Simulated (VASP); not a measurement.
Write the native input for VASP 6.6.1 that does the following.

```yaml
Task: single point
Functional: PBEsol
Potentials_or_basis: VASP PAW PBE potentials, release 64 (C, S, H)
Cutoff: 520 eV
k_mesh: 2 × 2 × 1
Occupations: gaussian, width 0.05 eV
Spin: no spin polarisation
Dipole_correction: no
Further_INCAR_settings: LREAL = Auto; ALGO = Fast; EDIFF = 1e-06; NBANDS = 56
```

The structure of H2C18S lies in POSCAR:

```
H2C18S
1.0
    7.3980000000      0.0000000000      0.0000000000
   -3.6990000000      6.4068560000      0.0000000000
    0.0000000000      0.0000000000     12.0000000000
C S H
18 1 2
Direct
    0.0016216221      0.0076976913      0.0657823333
    0.2252584250      0.1206652686      0.0657767500
    0.0016140490      0.3410215557      0.0656660833
    0.2252110979      0.4539526095      0.0657717500
    0.0016005144      0.6742937566      0.0658330833
    0.2252183956      0.7872956720      0.0658129167
    0.3350010326      0.0077095536      0.0656999167
    0.5585919970      0.1206779113      0.0654683333
    0.3349787657      0.3410148441      0.0657367500
    0.5585901540      0.4539480831      0.0656825833
    0.3349524526      0.6743444835      0.0657570833
    0.5585919986      0.7873348488      0.0655821667
    0.6682915221      0.0077106462      0.0653890000
    0.8918922129      0.1206627713      0.0655498333
    0.6682971939      0.3410153123      0.0655665833
    0.8918707622      0.4539540143      0.0656711667
    0.6682865487      0.6743124865      0.0657215833
    0.8918808906      0.7872616460      0.0658433333
    0.7120818936      0.1087558391      0.3823248333
    0.5434041115     -0.0413428989      0.3277132500
    0.8410054720      0.0638776648      0.3234834167
```

The cell was built by a generator and needn't be a form met in nature.

One way to write it, as run:

INCAR

```
SYSTEM = H2C18S
PREC = Accurate ; ENCUT = 520
EDIFF = 1E-6 ; ISMEAR = 0
SIGMA = 0.05 ; LREAL = Auto
LASPH = .TRUE. ; NELM = 100
ALGO = Fast ; ISIF = 2
LWAVE = .FALSE. ; LCHARG = .TRUE.
GGA = PS ; LELF = .TRUE.
LVHAR = .TRUE. ; NBANDS = 56
```

KPOINTS

```
regular mesh
0
G
  2 2 1
  0 0 0
```

Potentials or basis: VASP PAW PBE potentials, release 64 (C, S, H).

Run with:

```sh
$ cat potpaw_PBE.64/C/POTCAR potpaw_PBE.64/S/POTCAR potpaw_PBE.64/H/POTCAR > POTCAR
$ mpirun -np 1 vasp_std > vasp.out
```

It gave:

* Largest force: 0.090 eV/Å
* Band gap on the k mesh: 0.15 eV, direct

Caveat: the k mesh is coarse (spacing up to 0.49 Å⁻¹), so the values aren't converged; the PAW data sets were made with another functional, which shifts forces and pressure a little.

Wall time 5.5 min on 1 thread of Intel(R) Xeon(R) Platinum 8259CL CPU @ 2.50GHz (Skylake/Cascade Lake) (shared host), peak memory 0.62 GiB.
